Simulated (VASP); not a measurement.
Runs of VASP 6.6.1 on PmSe. The structure is cubic, space group F-43m (No. 216). The conventional cell has a = 6.446 Å, b = 6.446 Å, c = 6.446 Å, α = 90.00°, β = 90.00°, γ = 90.00°. Around Pm (site symmetry -43m) lie 4 Se at 2.79 Å. Se (site symmetry -43m) is surrounded by 4 Pm at 2.79 Å. The cell comes from a database or a generator and needn't be the stable form of this composition.

```tsv
spin	U	fixed moment (μB)	gap on the mesh (eV)	pressure (GPa)	moment (μB)
collinear, random start	Pm f U = 4 eV	-	none	1.7	0.93
collinear, ferromagnetic start	Pm f U = 4 eV	0	-	1.2	0.00
off	Pm f U = 4 eV	-	none	-0.3	-
collinear, ferromagnetic start	Pm f U = 6 eV	3	-	0.5	3.00
collinear, random start	Pm f U = 6 eV	-	none	1.6	4.67
collinear, ferromagnetic start	Pm f U = 4 eV	-	none	2.5	(a)
collinear, ferromagnetic start	Pm f U = 6 eV	-	none	1.7	4.67
collinear, zero start	Pm f U = 4 eV	-	none	(b)	4.87
```

Alike in all rows: task single point; level LDA+U; potentials or basis VASP PAW PBE potentials, release 64 (Pm, Se); cell as given; k mesh 5 × 5 × 5; cutoff (eV) 520; smearing gaussian 0.05 eV.

Problem. Estimate the missing entries.

Solution. (a) 4.91; (b) 2.1.

Caveats: the PAW data sets were made with another functional, which shifts forces and pressure a little; the magnetic or orbital state may not be the lowest (some runs); spin-orbit coupling is left out, which moves the levels of the heavy elements (some runs); the total moment is fixed, so each spin has its own Fermi level (some runs); the moment is held away from its start (some runs); U without spin polarisation on a metal has little footing (some runs).

A k mesh can miss the band edges, and the runs leave out spin-orbit coupling on Pm, Se.

A gap of «none» marks a metal or a gap under the smearing width.

Runs at the PBE level aren't shown here.
